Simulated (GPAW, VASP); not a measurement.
**Fitting the PBE energy curve of ZnBi3**

Space group Pm-3m (No. 221). a = 4.873 Å, b = 4.873 Å, c = 4.873 Å, α = 90.00°, β = 90.00°, γ = 90.00°
```csv
atom,site,symmetry,x,y,z
Bi,3c,4/mm.m,0.5000,0.5000,0.0000
Zn,1a,m-3m,0.0000,0.0000,0.0000
```

The cell comes from a database or a generator and needn't be the stable form of this composition.

The cell was scaled at fixed shape and fractions and run with VASP, PBE PAW files Bi_d, Zn, 520 eV; PBE, k mesh 6 × 6 × 6 on the cell of 4 atoms, fermi-dirac occupations of 0.05 eV, no spin polarisation, no spin-orbit coupling. Energies are those that the program minimises, any entropy of the smearing included. For a metal such a mesh isn't converged to the digits shown.

```csv
V (Å³/atom),energy over the lowest row (meV/atom)
27.1957,17.699
27.7744,7.465
28.3530,1.730
28.9316,0.000
29.5103,?
30.0889,6.803
30.6675,14.596
```

Question: Fit the third-order Birch-Murnaghan form, give V0, B0 and B′, and predict the energy left open.

Answer: With y = (V0/V)^(2/3), E = E0 + (9 V0 B0/16) [(y - 1)³ B′ + (y - 1)² (6 - 4y)]. Least squares through the rows shown give V0 = 28.9131 Å³/atom, E0 = -0.003 meV, B0 = 49.32 GPa (1 eV/Å³ = 160.218 GPa) and B′ = 4.88, with a largest miss of 0.002 meV. At V = 29.5103 the form with these constants gives 1.821 meV; the run gave 1.822 meV an atom. Other set-ups at this level, from all their volumes (Å³/atom, GPa): GPAW, GPAW PAW data sets (gpaw-data 1.2.1): V0 28.855, B0 49.62.
